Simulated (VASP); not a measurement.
Given:

```
Te
1.0
    2.26649    -3.92567     0.00000
    2.26649     3.92567     0.00000
    0.00000     0.00000     5.94544
Te
3
Direct
  0.00000   0.26716   0.66667
  0.73284   0.73284   0.00000
  0.26716   0.00000   0.33333
```

Method: PBE GGA, VASP's PBE PAW potentials (set 64) (plane waves; VASP 6.6.1). Numerical set-up: 480 eV cut-off, 6×6×4 Γ-centred mesh, Gaussian smearing of 0.050 eV, potentials Te.

Energy and stress use the plane-wave basis of the starting cell.

Task: The ions, cell shape and volume at an external pressure of 1.0 GPa are relaxed. Predict the relaxed structure.

Result: 
```
Te
1.0
    2.21053    -3.82874     0.00000
    2.21053     3.82874     0.00000
    0.00000     0.00000     5.96486
Te
3
Direct
  0.00000   0.27568   0.66667
  0.72432   0.72432   0.00000
  0.27568   0.00000   0.33333
```
Space group P3_121 (152), at a tolerance of 0.03 Å.

Task: How do energy and volume change from the first to the last step?

Result: The energy (σ→0) changes by +4.5 meV/atom and the volume by -4.6 %, in 11 ionic steps.

The compound is Te in the trig structure. This run relaxes it under an external pressure of 1 GPa. Symmetry was kept, so distortions that lower it aren't found.
